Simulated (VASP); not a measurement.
A VASP calculation is set up with these files.

INCAR:
```
SYSTEM = SiC
PREC = Accurate
ENCUT = 520
EDIFF = 1E-6
NELM = 100
ALGO = Normal
LREAL = .FALSE.
LASPH = .TRUE.
ISMEAR = 0
SIGMA = 0.05
GGA = PE
LWAVE = .FALSE.
LCHARG = .FALSE.
ISIF = 2
```

**KPOINTS**
```
Automatic mesh
0
Gamma
8 8 8
0 0 0
```

### POSCAR
```
SiC
1
    2.2236000000     0.0000000000     2.2236000000
    0.0000000000     2.2236000000     2.2236000000
    2.2236000000     2.2236000000     0.0000000000
Si C
1 1
Direct
  0.0000000000   0.0000000000   0.0000000000
  0.2500000000   0.2500000000   0.2500000000
```

POTCAR, in this order: Si C (PBE.64 set). Program: vasp_std.

The run wrote:

### standard output
```
 -----------------------------------------------------------------------------
|                                                                             |
|     EEEEEEE  RRRRRR   RRRRRR   OOOOOOO  RRRRRR      ###     ###     ###     |
|     E        R     R  R     R  O     O  R     R     ###     ###     ###     |
|     E        R     R  R     R  O     O  R     R     ###     ###     ###     |
|     EEEEE    RRRRRR   RRRRRR   O     O  RRRRRR       #       #       #      |
|     E        R   R    R   R    O     O  R   R                               |
|     E        R    R   R    R   O     O  R    R      ###     ###     ###     |
|     EEEEEEE  R     R  R     R  OOOOOOO  R     R     ###     ###     ###     |
|                                                                             |
|     ERROR: the triple product of the basis vectors is negative exchange     |
|     two basis vectors                                                       |
|                                                                             |
|       ---->  I REFUSE TO CONTINUE WITH THIS SICK JOB ... BYE!!! <----       |
|                                                                             |
 -----------------------------------------------------------------------------
```

Q: From input and log, find the fault in this run and mend it.

A: The cause: the lattice vectors form a left-handed set. VASP stops with an error: ERROR: the triple product of the basis vectors is negative exchange two basis vectors ----> I REFUSE TO CONTINUE WITH THIS SICK JOB ... BYE!!! <---- To mend it, correct POSCAR.
POSCAR:
```
SiC
1
    0.0000000000     2.2236000000     2.2236000000
    2.2236000000     0.0000000000     2.2236000000
    2.2236000000     2.2236000000     0.0000000000
Si C
1 1
Direct
  0.0000000000   0.0000000000   0.0000000000
  0.2500000000   0.2500000000   0.2500000000
```
The mended run (PBE GGA, plane waves, VASP's PBE PAW potentials (set 64)) converges, and its OSZICAR ends with
```
   1 F= -.15031393E+02 E0= -.15031393E+02  d E =-.964489E-14
```

The compound is SiC in the zinc blende structure. The cell was not relaxed at this level.
